Pressure is the rate at which a crystal's energy rises as its volume is reduced, $P=-\mathrm{d}E/\mathrm{d}V$. Here a hybrid-functional calculation gives it for silicon directly from the stress on the cell, with the atoms held still in the diamond structure. A positive value means that the cell pushes outwards; a negative one means that it has been stretched and pulls back. The volume $V$ is counted per atom, and the shortest distance $d$ is the length of the Si–Si bond.

VASP 6.6.1, HSE06 with PAW PBE potentials, for silicon in the diamond structure (two-atom cell); plane-wave cutoff 520 eV, 6 × 6 × 6 k mesh, Gaussian smearing of 0.02 eV. Pressure is positive in compression. The exchange screening parameter is 0.2 Å⁻¹ with PRECFOCK = Fast, except at 18.923 and 19.527 Å³/atom, where it is 0.2079 Å⁻¹ with PRECFOCK = Normal.

```
volume (Å³/atom)  shortest distance (Å)  pressure (GPa)
          18.255                  2.280          11.350
          18.857                  2.305           6.970
          18.923                  2.308           6.540
          19.459                  2.329           3.220
          19.527                  2.332           2.830
          20.026                  2.352           0.170
          20.060                  2.353           0.000
          20.071                  2.354          -0.050
          20.662                  2.376          -2.760
          21.264                  2.399          -5.120
          21.866                  2.422          -7.130
```

Two shortcuts could replace the computed stress. One takes a single bulk modulus and draws a straight line; the other takes differences of total energy between neighbouring volumes. Both fail here, and each leaves its own mark in the numbers.

## The straight line

The pressure vanishes at $V_0=20.060$ Å³ per atom. Close to that volume the crystal obeys $P=B_0(1-V/V_0)$, where $B_0$ is the bulk modulus. A least-squares line through the zero point gives $B_0=99.7$ GPa; it uses the five rows within about 3 % of $V_0$ that share the same settings. At the smallest volume this line falls 21 % short of the computed pressure, and at the largest it overstates the tension by 26 %.

The signs identify the fault. A wrong slope would put the line too high on one side of $V_0$ and too low on the other, but this line lies below the computed pressure on both sides. The miss also grows roughly as the square of the strain: 0.23, 0.86 and 1.85 GPa when the volume is 3, 6 and 9 % too large. What is missing is therefore curvature, and no better choice of $B_0$ can supply it.

Part of the curvature is geometry. When a diamond lattice is scaled uniformly, its angles stay fixed and every distance grows or shrinks in step with the bond length, so $d$ alone describes the change. Each atom owns two bonds, so its energy can be written as $2\varphi(d)$, and since $V$ is proportional to $d^3$,

$$P=-\frac{2d}{3V}\,\varphi'(d).$$

Even if the bonds were springs of constant stiffness, the factor $d/V$ would grow under compression and bend the curve. Such springs, calibrated on the same five rows, remove only about four tenths of the line's miss at either end.

The rest means that the bond itself stiffens as it shortens. The formula turns each pressure into a force along the bond; divided by the change in bond length from its value at $V_0$, this force gives an average stiffness. It is 11.7 eV/Å² at the smallest volume and 8.8 eV/Å² at the largest. These values describe the whole crystal under uniform strain, with every interaction credited to the bonds, and not an isolated pair of atoms.

Theory offers a familiar reason. As atoms approach, the repulsion from overlapping electron clouds rises steeply, while the bonding attraction changes more gently. Pushing therefore meets growing resistance, and pulling meets less and less. The table shows the stiffening, but it does not separate repulsion from attraction.

A simple bond law with this property is the Morse form, whose force is

$$-\varphi'=\frac{k}{a}\left(e^{-2au}-e^{-au}\right),\qquad u=d-d_0,$$

with $d_0=2.353$ Å the bond length at zero pressure. The stiffness $k$ sets the initial slope and $a$ sets how fast the bond hardens. Fitted to the same five rows, they are $k=10.11$ eV/Å² and $a=1.358$ Å⁻¹.

The smallest volume, which took no part in the fit, makes a fair test. There $d=2.280$ Å, so $u=-0.073$ Å and $au\approx-0.099$. The bracket is then about 0.115 and the force about 0.86 eV/Å. Multiplying by $2d/(3V)\approx0.083$ Å⁻² gives 0.071 eV/Å³, or about 11.4 GPa, against 11.35 GPa in the table. The other rows outside the fit are met at least as well, although this success does not prove that the Morse form is the true bond law.

The same model says when a straight line will do. Near zero pressure it makes the bulk modulus rise by $1+ad_0\approx4.2$ GPa for each GPa of pressure, whereas the straight line makes it fall by 1 GPa. Expanding the pressure to second order gives a relative error of about half the difference between these rates, $(4.2+1)/2=2.6$, times the fractional volume change. A 1 % change in volume thus costs between 2 and 3 % in pressure, and a 9 % change costs nearly a quarter.

A smooth curve is no proof that the structure is stable. Real silicon is known to leave the diamond structure when it is compressed strongly enough. The calculation holds the atoms in that structure, so neither the table nor the model can give warning of the change.

## The energy difference

The second shortcut fails far more violently. Between 18.857 and 18.923 Å³ per atom, the total energies of these runs give a pressure of −35.5 GPa, while the stress gives about +6.8 GPa. A compressed crystal cannot suddenly pull inwards over so small a step.

The energies come from two slightly different calculations. The rows at 18.923 and 19.527 Å³ use a slightly different screening length for the exchange and a finer setting for its evaluation. Their energies lie about 35 meV per two-atom cell above the curve of the other rows. Which change of setting causes this cannot be told, because they were made together.

A small offset does great damage when it is divided by a small step. The cell grows by only $2\times0.066=0.132$ Å³, and 0.035 eV spread over that volume is an error of about 42 GPa. The stress escapes because it is a derivative taken within one calculation, and the offset is almost the same at both volumes. That is why the pressures of the two rows still lie on the common curve.

A wider step hides the fault without curing it. From 18.923 to 19.459 Å³ the energies give 10.05 GPa, a believable number that is twice the mean stress pressure of 4.9 GPa. If the odd row is skipped and 18.857 is joined to 19.459 Å³, the energies give 5.06 GPa and the stresses 5.10 GPa.

In practice, use one bulk modulus only for volume changes of a per cent or so, and a curve with a rising modulus beyond that. Before taking a pressure from energies, compare it with the stress at every step. Misses of one sign that grow with strain call for a better law; errors that flip sign from row to row call for a look at the settings.
